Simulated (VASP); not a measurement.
Given:

```xyz
4
Lattice="1.7039 0.9837 4.5704 -1.7039 0.9837 4.5704 0.0000 -1.9675 4.5704" Properties=species:S:1:pos:R:3 pbc="T T T"
Na     0.0000     0.0000     0.0000
H      0.0000     0.0000     6.8557
F      0.0000     0.0000     7.9928
F      0.0000     0.0000     5.7186
```

Method: r2SCAN meta-GGA, VASP's PBE PAW potentials (set 64) (plane waves; VASP). Run with 520 eV cut-off, 9×9×9 Γ-centred mesh, tetrahedra with Blöchl corrections, potentials Na_pv H F.

Task: Give the energies of bands 6 to 12 at the high-symmetry points, in eV from the valence-band maximum.

Result: 
```
band      Γ      T     H2      L     S0      F
----  -----  -----  -----  -----  -----  -----
6     -5.08  -4.45  -4.59  -4.70  -4.61  -4.58
7     -0.50  -1.07  -1.24  -1.67  -1.25  -1.43
8     -0.50  -0.73  -1.17  -0.69  -1.22  -0.86
9     -0.25  -0.73  -0.86  -0.56  -0.65  -0.85
10    -0.25   0.00  -0.34  -0.33  -0.54  -0.49
11    -0.11   0.00  -0.30  -0.31  -0.23  -0.14
12     7.85   9.48  13.34  12.17  13.47  12.93
```

The gap is indirect, 7.85 eV, from the valence maximum at T to the conduction minimum at Γ.

The structure comes from a computed database's NaHF2 entry (R-3m); how it stands against other phases isn't given here. It was relaxed first.
